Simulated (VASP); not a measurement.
# Driving VASP from ASE on HfC

Do ASE scripts that read HfC from different structure formats give one answer, and do several routes find one equilibrium volume? All runs use PBEsol. Left out of this account: at least 1 further run (self-consistent run: a reference on another mesh). The start is a cell from a database of measured crystal structures.

Calculated with VASP 6.6.1; PBEsol; plane waves and PAW (Hf_pv, C).

The database entry behind the starting cell differs from later determinations by our own check (about 0.2 % long), so it need not match the best structure at ambient conditions.

### 1. The structure

The structure is cubic, space group Fm-3m (No. 225). The conventional cell has a = 4.650 Å, b = 4.650 Å, c = 4.650 Å, α = 90.00°, β = 90.00°, γ = 90.00°. Hf has 6 C at 2.33 Å nearest. Nearest to C lie 6 Hf at 2.33 Å. Farther neighbours are not listed.

Coordinates:

```
Hf C
1.0
     0.00000    2.32500    2.32500
     2.32500    0.00000    2.32500
     2.32500    2.32500    0.00000
Hf C
1 1
Direct
  0.50000 0.50000 0.50000
  0.00000 0.00000 0.00000
```

### 2. Self-consistent run (PBEsol, through ASE)

A single point through ASE, with the structure read from an extended xyz file.

run.py reads:

```python
import numpy as np
from ase.calculators.vasp import Vasp
from ase.io import read
from ase.dft.bandgap import bandgap

atoms = read('HfC.xyz')

calc = Vasp(
    xc='pbesol',
    pp='PBE',
    prec='Accurate',
    encut=520,
    ediff=1e-06,
    nelm=100,
    ismear=-1,
    sigma=0.05,
    lreal=False,
    algo='Normal',
    nbands=13,
    lasph=True,
    lorbit=11,
    lwave=False,
    lcharg=False,
    kpar=2,
    isif=2,
    pp_version='64',
    setups={'Hf': '_pv', 'C': ''},
    kpts=(14, 14, 14),
    gamma=True,
    txt='vasp.out',
)
atoms.calc = calc

print("energy (eV):", round(atoms.get_potential_energy(), 6))
print("Fermi level (eV):", round(calc.get_fermi_level(), 4))
print("forces (eV/A):")
print(np.round(atoms.get_forces(), 4))
print("stress (GPa, Voigt, tension positive):", np.round(atoms.get_stress() * 160.21766, 3))
gap, p1, p2 = bandgap(calc, direct=False)
print("gap on the mesh (eV):", round(gap, 4))
```

HfC.xyz reads:

```xyz
2
Lattice="0.0000000000 2.3250000000 2.3250000000 2.3250000000 0.0000000000 2.3250000000 2.3250000000 2.3250000000 0.0000000000" Properties=species:S:1:pos:R:3 pbc="T T T"
Hf     2.3250000000      2.3250000000      2.3250000000
C      0.0000000000      0.0000000000      0.0000000000
```

The projector-augmented-wave data sets are Hf_pv and C (PBE family, release 64).

The run is started by

```console
export ASE_VASP_COMMAND="mpirun -np 2 vasp_std"
python run.py
```

The log of the run:

```text
energy (eV): -22.179312
Fermi level (eV): 5.7688
forces (eV/A):
[[ 0.  0.  0.]
 [-0.  0. -0.]]
stress (GPa, Voigt, tension positive): [ 7.029  7.029  7.029 -0.    -0.    -0.   ]
gap on the mesh (eV): 0.0
```

Wall time 26 s (2 MPI ranks of AMD EPYC 7R43, shared host); peak memory 0.26 GiB; 47 s of CPU time.

Lines that name or quote the potential files are left out of all logs, and their timing lines are given in words.

The INCAR that ASE wrote:

```
ENCUT = 520.000000
SIGMA = 0.050000
EDIFF = 1.00e-06
ALGO = Normal
GGA = PS
PREC = Accurate
ISIF = 2
ISMEAR = -1
KPAR = 2
LORBIT = 11
NBANDS = 13
NELM = 100
LASPH = .TRUE.
LCHARG = .FALSE.
LWAVE = .FALSE.
LREAL = .FALSE.
```

ASE turned this into the KPOINTS:

```
KPOINTS created by Atomic Simulation Environment
0
Gamma
14 14 14
0 0 0
```

vasp.out:

```text
[banner, memory and clock lines left out]
running    2 mpi-ranks, on    1 nodes
 distrk:  each k-point on    1 cores,    2 groups
 distr:  one band on    1 cores,    1 groups

 POSCAR found type information on POSCAR HfC
 POSCAR found :  2 types and       2 ions
|                                                                             |
|               ----> ADVICE to this user running VASP <----                  |
|                                                                             |
|     You enforced a specific xc type in the INCAR file but a different       |
|     [... a line on the potential file left out ...]
|     I HOPE YOU KNOW WHAT YOU ARE DOING!                                     |
|                                                                             |

 LDA part: xc-table for (Slater+PW92), standard interpolation
 POSCAR, INCAR and KPOINTS ok, starting setup
 FFT: planning ... GRIDC
 FFT: planning ... GRID_SOFT
 FFT: planning ... GRID
 WAVECAR not read
 entering main loop
       N       E                     dE             d eps       ncg     rms          rms(c)
DAV:   1     0.218946231105E+02    0.21895E+02   -0.79653E+03  2704   0.106E+03
DAV:   2    -0.234251988851E+02   -0.45320E+02   -0.42598E+02  3432   0.207E+02
DAV:   3    -0.250777250858E+02   -0.16525E+01   -0.16392E+01  3378   0.284E+01
DAV:   4    -0.250870493861E+02   -0.93243E-02   -0.93011E-02  2979   0.253E+00
DAV:   5    -0.250871139530E+02   -0.64567E-04   -0.64566E-04  3400   0.194E-01    0.579E+01
DAV:   6    -0.222604049460E+02    0.28267E+01   -0.12339E+01  3104   0.185E+01    0.412E+01
DAV:   7    -0.221991648926E+02    0.61240E-01   -0.56587E-01  3074   0.532E+00    0.238E+01
DAV:   8    -0.221874192225E+02    0.11746E-01   -0.70089E-02  3244   0.206E+00    0.529E+00
DAV:   9    -0.221811305725E+02    0.62887E-02   -0.28956E-02  3174   0.924E-01    0.191E+00
DAV:  10    -0.221806525886E+02    0.47798E-03   -0.20213E-03  3214   0.324E-01    0.726E-02
DAV:  11    -0.221806477692E+02    0.48194E-05   -0.92473E-05  3084   0.869E-02    0.106E-02
DAV:  12    -0.221806470022E+02    0.76701E-06   -0.40780E-06  3332   0.162E-02
   1 F= -.22180647E+02 E0= -.22179312E+02  d E =-.266947E-02
```

OUTCAR, selected parts (step 2):

```text
ion  position               nearest neighbor table
   1  0.500  0.500  0.500-   2 2.33   2 2.33   2 2.33   2 2.33   2 2.33   2 2.33
   2  0.000  0.000  0.000-   1 2.33   1 2.33   1 2.33   1 2.33   1 2.33   1 2.33

  LATTYP: Found a face centered cubic cell.
 ALAT       =     4.6500000000

 Subroutine GETGRP returns: Found 48 space group operations
 (whereof 48 operations were pure point group operations)

The static configuration has the point symmetry O_h .

 Found    104 irreducible k-points:

   k-points           NKPTS =    104   k-points in BZ     NKDIM =    104   number of bands    NBANDS=     13

   dimension x,y,z NGX =    24 NGY =   24 NGZ =   24
   dimension x,y,z NGXF=    48 NGYF=   48 NGZF=   48

   ENCUT  =  520.0 eV  38.22 Ry    6.18 a.u.   6.11  6.11  6.11*2*pi/ulx,y,z

   NELECT =      14.0000    total number of electrons

 k-points in reciprocal lattice and weights: KPOINTS created by Atomic Simulation Env
   0.00000000  0.00000000  0.00000000       0.000
   0.07142857  0.00000000  0.00000000       0.003
   0.14285714  0.00000000  0.00000000       0.003
   0.21428571  0.00000000  0.00000000       0.003
   0.28571429  0.00000000  0.00000000       0.003
   0.35714286  0.00000000  0.00000000       0.003
   0.42857143  0.00000000  0.00000000       0.003
   0.50000000  0.00000000  0.00000000       0.001
   0.07142857  0.07142857  0.00000000       0.002
[...]
-0.28571429  0.42857143  0.21428571       0.009
  -0.28571429  0.50000000  0.21428571       0.004

 average (electrostatic) potential at core
       1 -35.2769       2 -47.8863

 E-fermi :   5.7688

 k-point     1 :       0.0000    0.0000    0.0000
  band No.  band energies     occupation
      1     -23.6939      2.00000
      2     -23.6939      2.00000
      3     -23.6939      2.00000
      4      -6.4828      2.00000
      5       6.8327      0.00000
      6       6.8327      0.00000
      7       6.8327      0.00000
      8       7.1511      0.00000
      9       7.1511      0.00000
    ...

 k-point     2 :       0.0714    0.0000    0.0000
  band No.  band energies     occupation
      1     -23.7302      2.00000
      2     -23.6974      2.00000
      3     -23.6974      2.00000
      4      -6.3532      2.00000
      5       5.9165      0.09927
      6       6.1945      0.00040
      7       6.1945      0.00040
      8       7.4207      0.00000
      9       7.4207      0.00000
    ...

 k-point     3 :       0.1429    0.0000    0.0000
  band No.  band energies     occupation
    ...
      3     -23.7071      2.00000
      4      -5.9781      2.00000
      5       4.6778      2.00000
      6       5.2702      1.99991
      7       5.2702      1.99991
      8       7.8369      0.00000
      9       7.8369      0.00000
     10       8.1889      0.00000
     11      11.0986      0.00000
     12      11.0986      0.00000
    ...

  Total       -1.1027171     -1.1027171     -1.1027171     -0.0000000      0.0000000      0.0000000
  in kB      -70.2871307    -70.2871307    -70.2871307     -0.0000000      0.0000000      0.0000000
  external PRESSURE =     -70.2871307 kB  Pullay stress =       0.0000000 kB

  energy-cutoff  :      520.00
  volume of cell :       25.14
      direct lattice vectors                 reciprocal lattice vectors
     0.000000000  2.325000000  2.325000000    -0.215053763  0.215053763  0.215053763
     2.325000000  0.000000000  2.325000000     0.215053763 -0.215053763  0.215053763
     2.325000000  2.325000000  0.000000000     0.215053763  0.215053763 -0.215053763

 POSITION                                       TOTAL-FORCE (eV/Angst)
 -----------------------------------------------------------------------------------
      2.32500      2.32500      2.32500         0.000000      0.000000      0.000000
      0.00000      0.00000      0.00000        -0.000000      0.000000     -0.000000
 -----------------------------------------------------------------------------------
    total drift:                                0.000000     -0.000000      0.000000

  FREE ENERGIE OF THE ION-ELECTRON SYSTEM (eV)
  ---------------------------------------------------
  free  energy   TOTEN  =       -22.1806470022 eV

  energy  without entropy=      -22.1779775300  energy(sigma->0) =      -22.17931227

 total charge
# of ion       s       p       d       tot
------------------------------------------
    1        0.312   6.625   1.678   8.615
    2        0.867   1.498   0.000   2.366
--------------------------------------------------
tot          1.179   8.123   1.678  10.980

[... 3 further parts left out ...]
```

Harder data sets than Hf_pv exist (the GW ones), and pressures, volumes and forces can shift noticeably with them. The PAW data sets were made with PBE, which is usual practice but a small mismatch for other functionals. At this level the cell is under a tension of 7.0 GPa, so at these settings it is away from equilibrium.

Numbers from this step:

* SCF cycles: 12
* electrons: 14
* bands: 13
* irreducible k-points: 104
* symmetry operations: 48
* free energy (TOTEN): -22.18 eV
* energy at zero smearing: -22.18 eV
* Fermi energy: 5.769 eV
* pressure: -7.029 GPa
* metallic, judged on the points sampled: yes

The pressure is -7.03 GPa and the largest force 0.000 eV/Å, so the cell is not at a minimum at these settings.

[end of part 1 of 4]

[Lines on the potential files, build, host, timing and source positions are cut from VASP's logs without a mark.]

[Logs are printed without paths, hosts, clocks, repeated set-up lines and the standing remarks that a program may print on its own settings, such as how far it seeks lower states.]

[Hosts, paths, dates, database ids (printed as entryN), source tags and the programs' standing remarks are cut or masked in the printed files.]

[A measured line is paired with the nearest computed mode of its activity, which favours agreement.]

[In band tables of VASP the shares of atoms and orbitals are scaled to a sum of 1 inside the atoms' spheres.]
